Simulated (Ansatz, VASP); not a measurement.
ScAl2As3: VASP beside Ansatz

```
CELL_PARAMETERS angstrom
2.88141 1.66358 4.23630
-2.88141 1.66358 4.23630
0.00000 -3.32716 4.23630
ATOMIC_POSITIONS crystal
Sc 0.50000 0.50000 0.50000
Al 0.87205 0.87205 0.87205
Al 0.12795 0.12795 0.12795
As 0.50000 0.50000 0.00000
As 0.00000 0.50000 0.50000
As 0.50000 0.00000 0.50000
```

Change from the starting cell: species swapped into the Ca2GePd3 type (R-3m, No. 166).

Alike in both runs: task single point; functional PBE; k mesh 6 × 6 × 6; occupations gaussian, width 0.1 eV; no spin polarisation.

|  | VASP | Ansatz |
| --- | --- | --- |
| version | VASP 6.6.1 | Ansatz 0.2.0 |
| potentials or method | VASP PAW PBE potentials, release 64 (Sc_sv, Al, As) | scalar-relativistic, plane waves, PAW |
| plane-wave cutoff (eV) | 520 | 420 |
| valence electrons in the cell | 32 | 62 |

Ansatz gave:

```
gap on the k mesh at the Fermi level (eV)       : none
pressure (GPa)                                  : -1.0
largest component of the traceless stress (GPa) : 1.44
rms of the force components (eV/Å)              : 0.012
```

Q: Which values does VASP return?

A: gap on the k mesh at the Fermi level (eV): none; pressure (GPa): -0.9; largest component of the traceless stress (GPa): 1.39; rms of the force components (eV/Å): 0.011.

Atom by atom the forces differ by 0.000 eV/Å (rms over components). A gap of «none» marks a metal or a gap that the smearing closes. The two sets of potentials don't hold the same shells in valence.
